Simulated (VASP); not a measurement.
Data:

```
MoS2
1.0
    1.55541    -2.69405     0.00000
    1.55541     2.69405     0.00000
    0.00000     0.00000    12.45028
Mo S
2 4
Direct
  0.33333   0.66667   0.25000
  0.66667   0.33333   0.75000
  0.33333   0.66667   0.87389
  0.66667   0.33333   0.37389
  0.66667   0.33333   0.12611
  0.33333   0.66667   0.62611
```

Level of theory: PBEsol GGA, VASP's PBE PAW potentials (set 64) (plane waves; VASP 6.6.1). Run with 520 eV cut-off, 10×10×2 Γ-centred mesh, Gaussian smearing of 0.050 eV, potentials Mo_sv S.

Without a dispersion term in the relaxation, distances and binding between the weakly bound layers, chains or molecules are unreliable, and so is what depends on them.

**Question.** The ions and cell shape at fixed volume are relaxed. Predict the relaxed structure.

**Answer.** 
```
MoS2
1.0
    1.56713    -2.71434     0.00000
    1.56713     2.71434     0.00000
    0.00000     0.00000    12.26481
Mo S
2 4
Cartesian
  1.56713   0.90478   3.06620
  1.56713  -0.90478   9.19861
  1.56713   0.90478  10.75895
  1.56713  -0.90478   4.62654
  1.56713  -0.90478   1.50587
  1.56713   0.90478   7.63827
```
Space group P6_3/mmc (194), at a tolerance of 0.03 Å.

**Question.** How much energy does the relaxation gain?

**Answer.** The energy (σ→0) changes by -6.9 meV/atom, in 7 ionic steps.

The compound is MoS2 in the 2H layered structure. This cell is one point of a volume scan, at 0.97 of the reference volume. Symmetry was kept, so distortions that lower it aren't found.
